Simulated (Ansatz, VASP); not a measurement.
# Ti (Titanium) in two plane-wave programs, part 2 of 2

Aim: how closely do two programs agree when they are given the same cell, functional and k mesh? The cell is taken from a series of runs on this material, whose earlier steps may have relaxed, scaled, displaced or heated it; both programs get it as it stands.

VASP 6.6.1 and Ansatz 0.2.0.

So far: Set-up; VASP: zone-centre phonons, LDA.

## 3. Ansatz: zone-centre phonons, LDA

Level of this step: Ansatz beside VASP: Kohn-Sham DFT, plane waves, LDA (Ansatz).

Ansatz runs on its PAW soft_1 files.

The same cell, functional (in two slightly different forms), mesh and smearing now go to Ansatz, which takes its cutoff from its data sets.

File input.yaml:

```yaml
crystal:
  lattice:
    - [2.78127822, 0.0, 0.0]
    - [-1.39063911, 2.4086575935, 0.0]
    - [0.0, 0.0, 4.4217975553]
  atoms:
    - { symbol: Ti, position: [0.3333333333, 0.6666666667, 0.25] }
    - { symbol: Ti, position: [0.6666666667, 0.3333333333, 0.75] }
kpoints:
  mp_grid: { grid: [18, 18, 12] }
hamiltonian:
  xc: lda
  pseudopotentials: { kind: paw, azcp: { folder: soft_1 }, xc_functional: pbe }
scf:
  occupations: { method: methfessel_paxton, width: 0.2 }
output:
  eigenvalues: true
phonons:
  method: dfpt
```

On the command line:

```sh
ansatz run input.yaml --threads 4 --pin off --max-ram 10240MiB --backend cpu --events-out ev --progress --plain --runs-dir out
```

Numbers of over 12 decimals in the logs are rounded to 6 here.

The program printed:

```text
zone centre: on kpoints.mp_grid the ground state, and the responses unless they are solved on pairs of k-points, stand on 637 of the mesh's 3888 k-points, reduced under 4 symmetry operations, with k and −k counted as one. Each operation leaves every solved displacement unchanged or reverses it
Engine: ansatz 0.2.0, x86_64-unknown-linux-gnu
Pseudopotentials: kind: paw
Pseudopotential: Ti, paw, valence charge 12, recommended cutoff 420 eV (normal), soft_1/Ti.paw.azcp
Functional definition: SPW92
  exchange = slater_x
  correlation = pw_c
Crystal: 2 atoms, lattice volume = 29.622 Å³
Basis set: ecut = 420 eV, 579 PW (Γ), exchange–correlation on 40×40×60 points (8 copies of the dense FFT grid, shifted against one another)
Bands: 16, of which v1, the nominal top of the filled ones, is band 12 counted from 1 (11 counted from 0)
Symmetry: 24 space group operations
k-points: 637 of 3888 (irreducible under 4 space group operations, time reversal used)
Non-local potential: Ti, projectors of the file, l = 0: 3, l = 1: 2, l = 2: 3, l = 3: 1
PAW form: soft (Blöchl's): semilocal exchange-correlation on the pseudo side does not see the compensation charge
PAW frozen core: Ti, regenerated for the run's functional, and the local potential with it (the file was generated under x = pbe(κ = 0.804, μ = 0.219515), c = pbe(β = 0.066725))
PAW one-centre angular grid: Ti, 590 points (default); XC on 64 Gauss nodes
Initial density: superposition of atomic densities (chi_scale 0.1, normalization cell)
Initial wavefunctions: pseudopotential atomic-orbital guess
Functional: x = slater, c = lda
SCF iter   1: F=—  HF=-4900.894761 eV  |F-HF|=—  |Δ(HF+E_count)|=         —  Δρ=6.10e-2  dr2=1.05e0  ethr=3.10e-3  ⟨swp⟩=4.4  Hψ=91133  notcnv=0
automatic band count: the SCF goes on with 20 bands, as 16 were too few: they end inside the smearing window of the response
preconditioner: auto → none  [metal: Δε(μ)=0.004 eV  Ē_g=5.158 eV  σ=0.200 eV  W_gap=0.02  n_scr=8 (ndim 8)  ℏωp=19.3 eV  f_vac=0.000  D(μ)=1.52/eV (n_scr^D=22)  sad-step TF]
SCF iter   2: F=—  HF=-4900.639306 eV  |F-HF|=—  |Δ(HF+E_count)|=   2.55e-1  S|Δr|=    0.00e0  Δρ=3.41e-2  dr2=3.43e-1  ethr=3.10e-3  ⟨swp⟩=2.0  Hψ=21454  notcnv=0  defer=924
SCF iter   3: F=—  HF=-4900.523126 eV  |F-HF|=—  |Δ(HF+E_count)|=   1.16e-1  S|Δr|=    0.00e0  Δρ=1.33e-3  dr2=2.93e-4  ethr=1.43e-3  ⟨swp⟩=3.0  Hψ=22937  notcnv=0  defer=924
SCF iter   4: F=—  HF=-4900.523125 eV  |F-HF|=—  |Δ(HF+E_count)|=   1.18e-6  S|Δr|=    0.00e0  Δρ=1.01e-4  dr2=2.13e-6  ethr=1.22e-6  ⟨swp⟩=2.7  Hψ=20563  notcnv=0  defer=912
SCF iter   5: F=—  HF=-4900.523128 eV  |F-HF|=—  |Δ(HF+E_count)|=   3.32e-6  S|Δr|=    0.00e0  Δρ=4.92e-5  dr2=4.86e-7  ethr=8.88e-9  ⟨swp⟩=2.0  Hψ=20380  notcnv=0  defer=912
SCF iter   6: F=—  HF=-4900.523128 eV  |F-HF|=—  |Δ(HF+E_count)|=   8.08e-8  S|Δr|=    0.00e0  Δρ=9.36e-6  dr2=1.36e-8  ethr=2.02e-9  ⟨swp⟩=3.0  Hψ=19469  notcnv=0  defer=912
SCF iter   7: F=—  HF=-4900.523128 eV  |F-HF|=—  |Δ(HF+E_count)|=   6.29e-9  S|Δr|=    0.00e0  Δρ=7.90e-7  dr2=8.46e-11  ethr=5.67e-11  ⟨swp⟩=2.9  Hψ=19792  notcnv=0  defer=912
SCF iter   8: F=-4900.523128 eV  HF=-4900.523128 eV  |F-HF|=1.82e-12  |Δ(HF+E_count)|=  5.73e-11  S|Δr|=    0.00e0  Δρ=3.43e-8  dr2=2.31e-13  ethr=1.00e-12  ⟨swp⟩=8.7  Hψ=50231  notcnv=0
SCF 1 converged in 8 iterations: F = -4900.523128 eV  dr2 = 2.31e-13
  greatest PAW one-centre occupation: 0.998 electrons in one spin orbital (limit 2), on the Ti atom at site 1 (counted from 0), in its partial waves of l = 0
DFPT response loops at Γ: preconditioner auto → Kerker (q_TF=auto, 2.634 Å⁻¹) (partly filled bands, converged f_vac=0.000); β = 1.00, the filter's whole step (`scf.mixing.beta` (0.50) is not read by the response loops under this deck's `scf.mixing.preconditioner`; to damp them name `kerker` or `kerker_dos`, under which they read `scf.mixing.beta`, and type it under 1.00, their step now; both keys bind the ground state too); Broyden in place of MSR1
SCF converged after 8 iterations
Stability not checked: this state was not tested for a lower state beside it, because cold or Methfessel-Paxton smearing, or corrected tetrahedra, fill the levels in a way that the test cannot read (fill_not_monotonic; see scf.lower_state_search)
Free energy (F): -4900.523128 eV
Harris-Foulkes:  -4900.523128 eV  (|F-HF|=1.82e-12)
Internal energy: -4900.525301 eV  (E = F + TS)
E sigma→0 (E₀):  -4900.523671 eV
Entropy (-TS):   0.002172 eV (1.086 meV/atom)
Fermi energy:    15.647789 eV
--- Per-component energies (eV) ---
  E_band       = -251.752599
  E_kinetic    = 571.132059
  E_local      = -1577.943874  (includes V_loc(G=0)·N_el)
  E_nonlocal   = 131.330537
  E_hartree    = 635.249870
  E_xc         = -232.958235
  E_vxc        = -293.622261  (∫ρ·V_xc dr)
  E_paw        = -1989.654651  (= ΣΔE_a)
  E_vpaw       = -353.148662  (= ΣTr[D̂ρ^β])
  E_aug_tail   = -0.000159  (compensation charges beyond the density's cutoff)
  E_ewald      = -2438.332749
  E_core_change = 0.651901  (= ΣΔE_core)
  E_smearing   = 0.002172  (= −TS)
  E_closure    = -0.000000  (closes the sum)
  Σ components = -4900.523128   (vs F -4900.523128, Δ=0.00e0)
--- Band table (eV; the first three rows and the last of 637) ---
  k-point 0: bands = [... 8 lower, 9.2431, 12.5499, 16.4564, 16.4564, 16.5894, 17.0001, 17.0795, 17.0795, ... 4 higher]
  k-point 1: bands = [... 8 lower, 9.3112, 12.5419, 16.4196, 16.4196, 16.5497, 16.8629, 17.0388, 17.0388, ... 4 higher]
  k-point 2: bands = [... 8 lower, 9.5119, 12.5039, 16.3433, 16.3433, 16.4359, 16.5177, 16.9284, 16.9284, ... 4 higher]
  k-point 636: bands = [... 8 lower, 13.3631, 13.3631, 14.9938, 14.9938, 15.5863, 15.5863, 17.4284, 17.4284, ... 4 higher]
--- Phonons (Γ-DFPT): 2 representative perturbations + reference, on 637 of 3888 k-points (Σ response iterations 6) ---
  k mesh reduced under 4 symmetry operations, with k and −k counted as one. Each operation leaves every solved displacement unchanged or reverses it
  ASR residual: 1.863e-5 → 0.000e0 eV/Å²; symmetrization residual: 2.906e-13 eV/Å²
  ASR residual per site (eV/Å²): 1.86e-5 1.86e-5
  Γ frequencies (cm⁻¹): 0.00 0.00 0.00 95.85 95.85 253.77
  non-analytic LO–TO correction: not included (Born effective charges unavailable; polar crystals: no LO–TO splitting at Γ)
```

## 4. Side by side

Known differences besides the potentials themselves: the cutoff is 420 eV in Ansatz and 500 eV in VASP; VASP's log shows a relativistic correction to its local exchange, Ansatz's none. Total energies have different zeros and are not compared.

Compared:

```tsv
quantity	Ansatz	VASP	difference
optical mode 1 to 2 (cm⁻¹)	95.8	96.3	-0.47 %
optical mode 3 (cm⁻¹)	253.8	260.8	-2.68 %
```

Modes are paired by rising frequency, not by their patterns, so a pair may set unlike modes beside each other; they are those without the splitting of longitudinal modes.

## 5. Outcome

```
r.m.s. difference of the optical zone-centre modes, each program's sorted by frequency (zone-centre phonons, LDA) : 4.1 cm⁻¹
difference in optical mode 3 (zone-centre phonons, LDA)                                                           : -2.7 %
```

**Reading.** The r.m.s. difference of the optical zone-centre modes, each program's sorted by frequency is 4.1 cm⁻¹ (zone-centre phonons, LDA). Among the rows given in per cent, the largest difference of the zone-centre phonons, LDA pair is in optical mode 3, -2.7 %. Such differences can come from data sets, numerical settings and the points named under the comparisons, not from the functional's error against experiment.

[Lines on the potential files, build, host, timing and source positions are cut from VASP's logs without a mark.]

[Logs are printed without paths, hosts, clocks, repeated set-up lines and the standing remarks that a program may print on its own settings, such as how far it seeks lower states.]

[Hosts, paths, dates, database ids (printed as entryN), source tags and the programs' standing remarks are cut or masked in the printed files.]
